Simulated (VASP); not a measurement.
VASP input:

**KPOINTS**
```
Automatic mesh
0
Gamma
13 13 13
0 0 0
```

POSCAR:
```
V
1
   -1.5150000000     1.5150000000     1.5150000000
    1.5150000000    -1.5150000000     1.5150000000
    1.5150000000     1.5150000000    -1.5150000000
V
1
Direct
  0.0000000000   0.0000000000   0.0000000000
```

INCAR:
```
SYSTEM = V
PREC = Accurate
ENCUT = 400
EDIFF = 1E-6
NELM = 4
ALGO = Normal
LREAL = .FALSE.
LASPH = .TRUE.
ISMEAR = 1
SIGMA = 0.1
GGA = PE
LMAXMIX = 4
LWAVE = .FALSE.
LCHARG = .FALSE.
ISIF = 2
```

POTCAR, in this order: V_sv (PBE.64 set). Program: vasp_std.

Q: What happens when VASP runs on this input?

A: There is a fault: NELM is too small, so the electronic loop ends before EDIFF is met. The run did not converge; its last values are not results. Against the sound run, the energy per atom (σ→0) decreases by 1.460 eV/atom; the pressure decreases by 431.91 GPa.

**standard output**
```
 POSCAR found type information on POSCAR V
 POSCAR found :  1 types and       1 ions
 Reading from existing POTCAR
 Reading from existing POTCAR
 LDA part: xc-table for (Slater+PW92), standard interpolation
 POSCAR, INCAR and KPOINTS ok, starting setup
 WAVECAR not read
 entering main loop
       N       E                     dE             d eps       ncg     rms          rms(c)
DAV:   1     0.706295308959E+02    0.70630E+02   -0.65202E+03  1682   0.118E+03
DAV:   2    -0.916671414838E+01   -0.79796E+02   -0.77991E+02  1720   0.329E+02
DAV:   3    -0.104326126550E+02   -0.12659E+01   -0.12492E+01  1776   0.476E+01
DAV:   4    -0.104414599042E+02   -0.88472E-02   -0.88446E-02  1708   0.390E+00

 -----------------------------------------------------------------------------
|                                                                             |
|           W    W    AA    RRRRR   N    N  II  N    N   GGGG   !!!           |
|           W    W   A  A   R    R  NN   N  II  NN   N  G    G  !!!           |
|           W    W  A    A  R    R  N N  N  II  N N  N  G       !!!           |
|           W WW W  AAAAAA  RRRRR   N  N N  II  N  N N  G  GGG   !            |
|           WW  WW  A    A  R   R   N   NN  II  N   NN  G    G                |
|           W    W  A    A  R    R  N    N  II  N    N   GGGG   !!!           |
|                                                                             |
|     The electronic self-consistency was not achieved in the given           |
|     number of steps (NELM). The forces and other quantities evaluated       |
|     might not be reliable so examine the results carefully. If you find     |
|     spurious results, we suggest increasing NELM, if you were close to      |
|     convergence or switching to a different ALGO or adjusting the           |
|     density mixing parameters otherwise.                                    |
|                                                                             |
 -----------------------------------------------------------------------------

   1 F= -.10441460E+02 E0= -.10441737E+02  d E =0.832617E-03
```

OUTCAR:
```
------------------------ aborting loop EDIFF was not reached (unconverged)  ----------------------------
  FORCE on cell =-STRESS in cart. coord.  units (eV):
  Direction    XX          YY          ZZ          XY          YZ          ZX
  --------------------------------------------------------------------------------------
  Total      -38.0916044    -38.0916044    -38.0916044      0.0000000     -0.0000000     -0.0000000
  in kB    -4387.7508423  -4387.7508423  -4387.7508423      0.0000000     -0.0000000     -0.0000000
  external PRESSURE =   -4387.7508423 kB  Pullay stress =       0.0000000 kB
  volume of cell :       13.91
      direct lattice vectors                 reciprocal lattice vectors
    -1.515000000  1.515000000  1.515000000     0.000000000  0.330033003  0.330033003
     1.515000000 -1.515000000  1.515000000     0.330033003  0.000000000  0.330033003
     1.515000000  1.515000000 -1.515000000     0.330033003  0.330033003  0.000000000
 POSITION                                       TOTAL-FORCE (eV/Angst)
 -----------------------------------------------------------------------------------
      0.00000      0.00000      0.00000         0.000000     -0.000000     -0.000000
 -----------------------------------------------------------------------------------
    total drift:                                0.000000      0.000000     -0.000000
  FREE ENERGIE OF THE ION-ELECTRON SYSTEM (eV)
  ---------------------------------------------------
  free  energy   TOTEN  =       -10.4414599042 eV

  energy  without entropy=      -10.4422925213  energy(sigma->0) =      -10.44173744
```
(Selected blocks of OUTCAR.)

To mend it, set NELM = 100.

The mended run (PBE GGA, plane waves, VASP's PBE PAW potentials (set 64)) converges, and its OSZICAR ends with
```
   1 F= -.89819533E+01 E0= -.89819094E+01  d E =-.131742E-03
```

The compound is V in the bcc structure. The cell was not relaxed at this level. The run is not spin-polarised, so no magnetic state was tried.
